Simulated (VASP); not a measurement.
An input for Quantum ESPRESSO's pw.x (written as the equivalent of a VASP run, and not itself run):

```
&CONTROL
  calculation = 'scf'
  pseudo_dir = './pseudo'
  outdir = './out'
  tprnfor = .true.
  tstress = .true.
/
&SYSTEM
  ibrav = 0
  nat = 4
  ntyp = 4
  ecutwfc = 78
  occupations = 'tetrahedra'
  input_dft = 'pbesol'
/
&ELECTRONS
  conv_thr = 7.3e-09
  electron_maxstep = 100
/
ATOMIC_SPECIES
  Ba 137.327 Ba.upf
  Al 26.982 Al.upf
  Ge 72.630 Ge.upf
  H 1.008 H.upf
CELL_PARAMETERS angstrom
     4.3405416    0.0000000    0.0000000
    -2.1702708    3.7590188   -0.0000000
     0.0000000   -0.0000000    5.0836651
ATOMIC_POSITIONS crystal
  Ba   0.3333330  0.6666670  0.0980704
  Al   0.0000000  1.0000000  0.6350268
  Ge   0.6666670  0.3333330  0.5554382
  H    0.0000000  1.0000000  0.9774646
K_POINTS automatic
  7 7 5 0 0 0
```

Task: Write the VASP files for the same calculation (PBEsol).

Result: One answer among several that fit: 
INCAR:
```
SYSTEM = BaAlGeH
PREC = Accurate; ENCUT = 400; LREAL = F
LASPH = T
EDIFF = 1E-7; NELM = 100; ALGO = Normal
LMAXMIX = 4
ISMEAR = -5
GGA = PS
ISIF = 2
LWAVE = F; LCHARG = T; LORBIT = 11
NEDOS = 601
LEFG = T
```

KPOINTS:
```
Automatic mesh
0
Gamma
7 7 5
0 0 0
```

POSCAR:
```
BaAlGeH
4.3405420
  0.9999998999   0.0000000000   0.0000000000
 -0.4999999500   0.8660252171   0.0000000000
  0.0000000000   0.0000000000   1.1712051450
Ba Al Ge H
1 1 1 1
Cartesian
 -0.0000005000   0.5773504334   0.1148605239
 -0.4999999500   0.8660252171   0.7437466310
  0.5000004500   0.2886747837   0.6505321080
 -0.4999999500   0.8660252171   1.1448115957
```

POTCAR, in this order: Ba_sv Al Ge_d H (PBE.64 set). Program: vasp_std.

Limits of the translation: the potentials are each code's own (VASP's PAW set, PseudoDojo norm-conserving files in pw.x), so ENCUT and ecutwfc are chosen apart and not converted; conv_thr bounds pw.x's estimated SCF error, while EDIFF bounds the energy change between steps; the field gradients of LEFG aren't asked of the other code.

The structure comes from a computed database's BaAlGeH entry (P3m1); how it stands against other phases isn't given here. It was relaxed first, which changed the volume by -5 %.
